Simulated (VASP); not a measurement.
Input for VASP

**INCAR**
```
! general
SYSTEM  =Rh
PREC    =Accurate
ENCUT   =520
LREAL   =.FALSE.
LASPH   =.TRUE.

! electronic loop
EDIFF   =1E-7
NELM    =100
ALGO    =Normal
LMAXMIX =4

! smearing
ISMEAR  =-5

! functional
GGA     =ML
LUSE_VDW=.TRUE.
AGGAC   =0.0
ZAB_VDW =-1.8867

! ions
ISIF    =2

! output
LWAVE   =.FALSE.
LCHARG  =.TRUE.
LORBIT  =11
NEDOS   =601
```

POSCAR:
```
Rh
1
    0.0000000000     1.9723364597     1.9723364597
    1.9723364597    -0.0000000000     1.9723364597
    1.9723364597     1.9723364597    -0.0000000000
Rh
1
Direct
  0.0000000000   0.0000000000   0.0000000000
```

KPOINTS:
```
Automatic mesh
0
Gamma
18 18 18
0 0 0
```

POTCAR, in this order: Rh_pv (PBE.64 set). Program: vasp_std.

Problem. Translate this vdW-DF2 calculation to Quantum ESPRESSO's pw.x.

Solution. One equivalent input (not run):
```
&CONTROL
  calculation = 'scf'
  pseudo_dir = './pseudo'
  outdir = './out'
  tprnfor = .true.
  tstress = .true.
/
&SYSTEM
  ibrav = 0
  nat = 1
  ntyp = 1
  ecutwfc = 88
  occupations = 'tetrahedra'
  input_dft = 'vdw-df2'
/
&ELECTRONS
  conv_thr = 7.3e-09
  electron_maxstep = 100
/
ATOMIC_SPECIES
  Rh 102.906 Rh.upf
CELL_PARAMETERS angstrom
     0.0000000    1.9723365    1.9723365
     1.9723365   -0.0000000    1.9723365
     1.9723365    1.9723365   -0.0000000
ATOMIC_POSITIONS crystal
  Rh   0.0000000  0.0000000  0.0000000
K_POINTS automatic
  18 18 18 0 0 0
```
Limits of the translation: the potentials are each code's own (VASP's PAW set, PseudoDojo norm-conserving files in pw.x), so ENCUT and ecutwfc are chosen apart and not converted; conv_thr bounds pw.x's estimated SCF error, while EDIFF bounds the energy change between steps.

The compound is Rh in the fcc structure. It was relaxed first, which changed the volume by +12 %.
